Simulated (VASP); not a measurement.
Data:

```yaml
crystal:
  lattice:
    - [-1.66121, 1.66121, 3.80133]
    - [1.66121, -1.66121, 3.80133]
    - [1.66121, 1.66121, -3.80133]
  atoms:
    - { symbol: Co, position: [0.70811, 0.70811, 0.00000] }
    - { symbol: Co, position: [0.45811, 0.95811, 0.50000] }
    - { symbol: Si, position: [0.20789, 0.20789, 0.00000] }
    - { symbol: Si, position: [0.95789, 0.45789, 0.50000] }
```

Calculation: PBEsol GGA, VASP's PBE PAW potentials (set 64) (plane waves; VASP 6.6.1). Numerical set-up: 480 eV cut-off, 12×12×12 Γ-centred mesh, first-order Methfessel-Paxton smearing of 0.10 eV, potentials Co Si.

Each relaxation starts from this cell; other phases were not tried.

**Question.** The cell is relaxed at 5 GPa. What happens?

**Answer.** The volume per atom goes from 10.49 to 10.29 Å³ (-1.9 %), and the cell becomes a = b = 3.304 Å, c = 7.543 Å, α = β = γ = 90.00°, space group I4_1md.

**Question.** The cell is relaxed at 10 GPa. What happens?

**Answer.** The volume per atom goes from 10.49 to 10.11 Å³ (-3.6 %), and the cell becomes a = 3.2873 Å, b = 3.2873 Å, c = 7.4829 Å, α = 90.00°, β = 90.00°, γ = 90.00°, space group I4_1md.

Failed runs are left out, and for metals the shear rows, which the mesh's noise covers.

The structure was generated: CoSi was put into the NbAs type (I4_1md), which need not be its known phase. The run is not spin-polarised, so no magnetic state was tried.
